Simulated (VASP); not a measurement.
An input for Quantum ESPRESSO's pw.x (written as the equivalent of a VASP run, and not itself run):

```
&CONTROL
  calculation = 'vc-relax'
  pseudo_dir = './pseudo'
  outdir = './out'
  tprnfor = .true.
  tstress = .true.
  nstep = 40
  forc_conv_thr = 0.00078
/
&SYSTEM
  ibrav = 0
  nat = 3
  ntyp = 2
  ecutwfc = 70
  occupations = 'smearing'
  smearing = 'methfessel-paxton'
  degauss = 0.00735
  input_dft = 'pz'
/
&ELECTRONS
  conv_thr = 7.3e-08
  electron_maxstep = 100
/
&IONS
/
&CELL
  press = 200
/
ATOMIC_SPECIES
  Pb 207.200 Pb.upf
  I 126.904 I.upf
CELL_PARAMETERS angstrom
     1.8277583   -3.1657732    0.0000000
     1.8277583    3.1657732   -0.0000000
    -0.0000000   -0.0000000    6.7334940
ATOMIC_POSITIONS crystal
  Pb   0.0000000  0.0000000  0.0000000
  I    0.3333330  0.6666670  0.3150726
  I    0.6666670  0.3333330  0.6849274
K_POINTS automatic
  10 10 5 0 0 0
```

Task: Translate this input to VASP (INCAR, KPOINTS, POSCAR, choice of POTCAR).

Result: This is not unique; one that fits is 
### KPOINTS
```
Automatic mesh
0
Gamma
10 10 5
0 0 0
```

**INCAR**
```
SYSTEM = PbI2
PREC = Accurate; ENCUT = 500; LREAL = .FALSE.
LASPH = .TRUE.
EDIFF = 1E-6; NELM = 100; ALGO = Normal
LMAXMIX = 4
ISMEAR = 1; SIGMA = 0.1
IBRION = 2; NSW = 40; ISIF = 3
EDIFFG = -0.02; PSTRESS = 200
LWAVE = .FALSE.; LCHARG = .FALSE.
```

### POSCAR
```
PbI2
1
    1.8277582971    -3.1657731747     0.0000000000
    1.8277582971     3.1657731747    -0.0000000000
   -0.0000000000    -0.0000000000     6.7334939594
Pb I
1 2
Direct
  0.0000000000   0.0000000000   0.0000000000
  0.3333330000   0.6666670000   0.3150726260
  0.6666670000   0.3333330000   0.6849273740
```

POTCAR, in this order: Pb_d I (LDA.64 set). Program: vasp_std.

The two are equivalent in intent, not identical: the potentials are each code's own (VASP's PAW set, PseudoDojo norm-conserving files in pw.x), so ENCUT and ecutwfc are chosen apart and not converted; conv_thr bounds pw.x's estimated SCF error, while EDIFF bounds the energy change between steps; forc_conv_thr acts on force components and is met together with etot_conv_thr.

The compound is PbI2 in the 1T layered structure. This run relaxes it under an external pressure of 20 GPa. Symmetry was kept, so distortions that lower it aren't found.
